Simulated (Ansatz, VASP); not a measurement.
# Two plane-wave programs on K2HfSe3

```
CELL_PARAMETERS angstrom
5.61635 0.00000 0.00000
0.00000 5.61635 0.00000
0.00000 0.00000 5.56972
ATOMIC_POSITIONS crystal
K 0.50000 0.50000 0.00000
K 0.50000 0.50000 0.50000
Hf 0.00000 0.00000 0.00000
Se 0.50000 0.00000 0.00000
Se 0.00000 0.50000 0.00000
Se 0.00000 0.00000 0.50000
```

Alike in both runs: functional PBE; k mesh 4 × 4 × 4; occupations gaussian, width 0.1 eV; no spin polarisation.

Ansatz relaxed the structure, and its values are those at the end. VASP's run is a single point on that final structure, the one shown.

|  | VASP | Ansatz |
| --- | --- | --- |
| version | VASP 6.6.1 | Ansatz 0.2.0 |
| potentials or method | VASP PAW PBE potentials, release 64 (K_sv, Hf_pv, Se) | scalar-relativistic, plane waves, PAW |
| plane-wave cutoff (eV) | 520 | 420 |
| valence electrons in the cell | 46 | 92 |

Ansatz gave:

| Item | Value |
| --- | --- |
| gap on the k mesh at the Fermi level (eV) | 0.09 |
| least direct gap on the mesh (eV) | 0.65 |
| pressure (GPa) | -0.1 |

Task: Which values does VASP return?

Result: gap on the k mesh at the Fermi level (eV): 0.08; least direct gap on the mesh (eV): 0.65; pressure (GPa): -0.1.

The two sets of potentials don't hold the same shells in valence.

Caveats: spin-orbit coupling is left out, which moves the levels of the heavy elements.
